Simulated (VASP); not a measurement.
VASP input:

### KPOINTS
```
Automatic mesh
0
Gamma
6 6 2
0 0 0
```

### POSCAR
```
BeZn3Se4
1.0
  0.0000000000   2.7595893938   2.7595893938
  2.7595893938   0.0000000000   2.7595893938
 11.0404793132  11.0404793132  -0.0021217381
Zn Se Be
3 4 1
direct
  0.0126416129   0.0126416129   0.9905187903
  0.0002332295   0.0002332295   0.2498250779
  0.9897640388   0.9897640388   0.5076769709
  0.2541136165   0.2541136165   0.0594147876
  0.2434077081   0.2434077081   0.3174442189
  0.2323860573   0.2323860573   0.5757104571
  0.2672380718   0.2672380718   0.7995714462
  0.0002156652   0.0002156652   0.7498382511
```

### INCAR
```
# general
SYSTEM  = BeZn3Se4
PREC    = Accurate
ENCUT   = 400   # plane-wave cut-off (eV)
LREAL   = .FALSE.
LASPH   = .TRUE.   # aspherical one-centre terms

# electronic loop
EDIFF   = 1E-6
NELM    = 100
ALGO    = Normal   # blocked Davidson
LMAXMIX = 4   # l cut-off of mixed one-centre charges

# smearing
ISMEAR  = 0   # Gaussian
SIGMA   = 0.05

# functional
GGA     = PS   # PBEsol

# ions
IBRION  = 2   # conjugate gradients
NSW     = 60   # most ionic steps
ISIF    = 3
EDIFFG  = -0.02   # ionic stop

# output
LWAVE   = .FALSE.
LCHARG  = .FALSE.
```

POTCAR, in this order: Zn Se Be (PBE.64 set). Program: vasp_std.

Translate this PBEsol calculation to Quantum ESPRESSO's pw.x.

One equivalent input (not run):
```
&CONTROL
  calculation = 'vc-relax'
  pseudo_dir = './pseudo'
  outdir = './out'
  tprnfor = .true.
  tstress = .true.
  nstep = 60
  forc_conv_thr = 0.00078
/
&SYSTEM
  ibrav = 0
  nat = 8
  ntyp = 3
  ecutwfc = 88
  occupations = 'smearing'
  smearing = 'gaussian'
  degauss = 0.003675
  input_dft = 'pbesol'
/
&ELECTRONS
  conv_thr = 7.3e-08
  electron_maxstep = 100
/
&IONS
/
&CELL
/
ATOMIC_SPECIES
  Zn 65.380 Zn.upf
  Se 78.971 Se.upf
  Be 9.012 Be.upf
CELL_PARAMETERS angstrom
     0.0000000    2.7595894    2.7595894
     2.7595894    0.0000000    2.7595894
    11.0404793   11.0404793   -0.0021217
ATOMIC_POSITIONS crystal
  Zn   0.0126416  0.0126416  0.9905188
  Zn   0.0002332  0.0002332  0.2498251
  Zn   0.9897640  0.9897640  0.5076770
  Se   0.2541136  0.2541136  0.0594148
  Se   0.2434077  0.2434077  0.3174442
  Se   0.2323861  0.2323861  0.5757105
  Se   0.2672381  0.2672381  0.7995714
  Be   0.0002157  0.0002157  0.7498383
K_POINTS automatic
  6 6 2 0 0 0
```
Limits of the translation: the potentials are each code's own (VASP's PAW set, PseudoDojo norm-conserving files in pw.x), so ENCUT and ecutwfc are chosen apart and not converted; conv_thr bounds pw.x's estimated SCF error, while EDIFF bounds the energy change between steps; forc_conv_thr acts on force components and is met together with etot_conv_thr.

The structure was generated: BeZn3Se4 was put into an ordered model structure (R3m), which need not be its known phase. This run relaxes it. Symmetry was kept, so distortions that lower it aren't found. The start is the result of an earlier pass.
